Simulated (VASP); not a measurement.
Level of theory: PBE GGA, VASP's PBE PAW potentials (set 64) (plane waves; VASP).

Input for VASP

### KPOINTS
```
Automatic mesh
0
Gamma
11 11 11
0 0 0
```

**INCAR**
```
SYSTEM = C
PREC = Accurate
ENCUT = 530
EDIFF = 1E-6
NELM = 100
ALGO = Normal
LREAL = .FALSE.
LASPH = .TRUE.
ISMEAR = 0
SIGMA = 0.05
GGA = PE
LWAVE = .FALSE.
LCHARG = .FALSE.
IBRION = 2
ISIF = 3
NSW = 60
EDIFFG = -0.01
```

**POSCAR**
```
C
1
    0.0000000000     1.7835000000     1.7835000000
    1.7835000000     0.0000000000     1.7835000000
    1.7835000000     1.7835000000     0.0000000000
C
2
Direct
  0.5000000000   0.5000000000   0.5000000000
  0.7500000000   0.7500000000   0.7500000000
```

POTCAR, in this order: C (PBE.64 set). Program: vasp_std.

Problem. Estimate the energy per atom (σ→0), volume per atom.

Solution. 
| Quantity | Result |
|---|---|
| energy per atom (σ→0) | -9.093 eV/atom |
| volume per atom | 5.70 Å³/atom |

### OSZICAR
```
...
DAV:   4    -0.181852296815E+02    0.82431E-06   -0.68686E-07   864   0.114E-02
   2 F= -.18185230E+02 E0= -.18185230E+02  d E =0.217369E-03
       N       E                     dE             d eps       ncg     rms          rms(c)
DAV:   1    -0.181860566481E+02   -0.82614E-03   -0.12842E-02  1072   0.118E+00    0.101E-01
DAV:   2    -0.181859221376E+02    0.13451E-03   -0.10861E-04   976   0.101E-01    0.527E-02
DAV:   3    -0.181858691730E+02    0.52965E-04   -0.11087E-04   968   0.835E-02    0.857E-03
DAV:   4    -0.181858691662E+02    0.68297E-08   -0.21134E-07   784   0.631E-03
   3 F= -.18185869E+02 E0= -.18185869E+02  d E =-.422115E-03
```

The compound is C in the diamond structure. This run relaxes it. Symmetry was kept, so distortions that lower it aren't found.
